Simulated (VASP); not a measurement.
These are LDA (Ceperley-Alder, Perdew-Zunger), VASP's LDA PAW potentials (set 64) (plane waves; VASP) values and carry that method's errors.

VASP ran on this input.

### KPOINTS
```
Regular mesh
0
G
  11 11 2
```

**POSCAR**
```
C
1
    2.4469963674     0.0000000000    -0.0000000000
   -1.2234981837     2.1191613316     0.0000000000
    0.0000000000     0.0000000000    19.9963297107
C
2
Direct
  0.6666670000   0.3333330000   0.0000000000
  0.3333330000   0.6666670000   1.0000000000
```

INCAR:
```
SYSTEM = C
PREC = Accurate; ENCUT = 650; LREAL = .FALSE.
LASPH = .TRUE.
EDIFF = 1E-7; NELM = 100; ALGO = Normal
ISMEAR = 0; SIGMA = 0.05
IBRION = 6; NSW = 1; ISIF = 3
POTIM = 0.015; NFREE = 2
LWAVE = .FALSE.; LCHARG = .FALSE.
```

POTCAR, in this order: C (LDA.64 set). Program: vasp_std.

Problem. What will the output report for the number of irreducible k-points (NKPTS), number of bands (NBANDS), largest plane-wave count, number of space-group operations, FFT grid (NGX, NGY, NGZ)?

Solution. 
```
Item                                            Value
--------------------------------------  -------------
number of irreducible k-points (NKPTS)             32
number of bands (NBANDS)                            8
largest plane-wave count                         3929
number of space-group operations                   24
FFT grid (NGX, NGY, NGZ)                20 × 20 × 168
```

The cell is a sheet with vacuum, built from a database entry that may be metastable or hypothetical.
